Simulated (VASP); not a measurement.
Level of theory: optB86b-vdW, VASP's PBE PAW potentials (set 64) (plane waves; VASP).

VASP ran on this input.

KPOINTS:
```
Automatic mesh
0
Gamma
9 9 9
0 0 0
```

INCAR:
```
# general
SYSTEM   = BP
PREC     = Accurate
ENCUT    = 520
LREAL    = .False.
LASPH    = .True.

# electronic loop
EDIFF    = 1E-6
NELM     = 100
ALGO     = Normal

# smearing
ISMEAR   = 0
SIGMA    = 0.05

# functional
GGA      = MK
LUSE_VDW = .True.
AGGAC    = 0.0
PARAM1   = 0.1234
PARAM2   = 1.0

# ions
IBRION   = 2
NSW      = 60
ISIF     = 3
EDIFFG   = -0.01

# output
LWAVE    = .False.
LCHARG   = .False.
```

POSCAR:
```
BP
1
    0.0000000000     2.2700000000     2.2700000000
    2.2700000000     0.0000000000     2.2700000000
    2.2700000000     2.2700000000     0.0000000000
B P
1 1
Direct
  0.0000000000   0.0000000000   0.0000000000
  0.2500000000   0.2500000000   0.2500000000
```

POTCAR, in this order: B P (PBE.64 set). Program: vasp_std.

Output

### OSZICAR
```
       N       E                     dE             d eps       ncg     rms          rms(c)
DAV:   1     0.110988516199E+02    0.11099E+02   -0.39989E+03   560   0.891E+02
DAV:   2    -0.114817007411E+02   -0.22581E+02   -0.21322E+02   808   0.110E+02
DAV:   3    -0.117577965464E+02   -0.27610E+00   -0.27610E+00   720   0.157E+01
DAV:   4    -0.117583525896E+02   -0.55604E-03   -0.55604E-03   848   0.703E-01
DAV:   5    -0.117583528370E+02   -0.24741E-06   -0.24746E-06   736   0.130E-02    0.685E+00
DAV:   6    -0.111919790977E+02    0.56637E+00   -0.15333E+00   624   0.672E+00    0.374E+00
DAV:   7    -0.111045260936E+02    0.87453E-01   -0.26286E-01   832   0.308E+00    0.129E+00
DAV:   8    -0.110976409186E+02    0.68852E-02   -0.30821E-02   664   0.120E+00    0.233E-01
DAV:   9    -0.110978630065E+02   -0.22209E-03   -0.35839E-04   784   0.185E-01    0.162E-01
DAV:  10    -0.110980264240E+02   -0.16342E-03   -0.28499E-04   616   0.138E-01    0.286E-02
DAV:  11    -0.110980377256E+02   -0.11302E-04   -0.13524E-05   776   0.346E-02    0.429E-02
DAV:  12    -0.110980380649E+02   -0.33927E-06   -0.45822E-06   608   0.130E-02
   1 F= -.11098038E+02 E0= -.11098038E+02  d E =-.110980E+02
       N       E                     dE             d eps       ncg     rms          rms(c)
DAV:   1    -0.110981305739E+02   -0.92848E-04   -0.24857E-03   624   0.395E-01    0.562E-02
DAV:   2    -0.110980737723E+02    0.56802E-04   -0.11871E-04   736   0.692E-02    0.290E-02
DAV:   3    -0.110980572674E+02    0.16505E-04   -0.33520E-05   648   0.334E-02    0.961E-03
DAV:   4    -0.110980555790E+02    0.16884E-05   -0.13240E-06   416   0.881E-03    0.691E-03
DAV:   5    -0.110980549537E+02    0.62533E-06   -0.39510E-07   280   0.506E-03
   2 F= -.11098055E+02 E0= -.11098055E+02  d E =-.168888E-04
       N       E                     dE             d eps       ncg     rms          rms(c)
DAV:   1    -0.110980843156E+02   -0.28737E-04   -0.42339E-04   616   0.163E-01    0.257E-02
DAV:   2    -0.110980744057E+02    0.99099E-05   -0.21140E-05   736   0.292E-02    0.136E-02
DAV:   3    -0.110980721356E+02    0.22701E-05   -0.58328E-06   616   0.139E-02    0.341E-03
DAV:   4    -0.110980721749E+02   -0.39293E-07   -0.22739E-07   280   0.367E-03
   3 F= -.11098072E+02 E0= -.11098072E+02  d E =-.341100E-04
```

OUTCAR:
```
------------------------ aborting loop because EDIFF is reached ----------------------------------------
  FORCE on cell =-STRESS in cart. coord.  units (eV):
  Direction    XX          YY          ZZ          XY          YZ          ZX
  --------------------------------------------------------------------------------------
  Total       -0.0002844     -0.0002844     -0.0002844      0.0000000      0.0000000     -0.0000000
  in kB       -0.0194422     -0.0194422     -0.0194422      0.0000000      0.0000000     -0.0000000
  external PRESSURE =      -0.0194422 kB  Pullay stress =       0.0000000 kB
  volume of cell :       23.43
      direct lattice vectors                 reciprocal lattice vectors
     0.000000000  2.271285279  2.271285279    -0.220139674  0.220139674  0.220139674
     2.271285279 -0.000000000  2.271285279     0.220139674 -0.220139674  0.220139674
     2.271285279  2.271285279 -0.000000000     0.220139674  0.220139674 -0.220139674
  FREE ENERGIE OF THE ION-ELECTRON SYSTEM (eV)
  ---------------------------------------------------
  free  energy   TOTEN  =       -11.0980721749 eV

  energy  without entropy=      -11.0980721749  energy(sigma->0) =      -11.09807217

 reached required accuracy - stopping structural energy minimisation
```
(Selected blocks of OUTCAR.)

### CONTCAR
```
BP
   1.00000000000000
     0.0000000000000000    2.2712852793119365    2.2712852793119365
     2.2712852793119365   -0.0000000000000000    2.2712852793119365
     2.2712852793119365    2.2712852793119365   -0.0000000000000000
  B               P
     1     1
Direct
     0.0000000000000000    0.0000000000000000    0.0000000000000000
     0.2500000000000000    0.2500000000000000    0.2500000000000000
```

The compound is BP in the zinc blende structure. This run relaxes it. Symmetry was kept, so distortions that lower it aren't found.
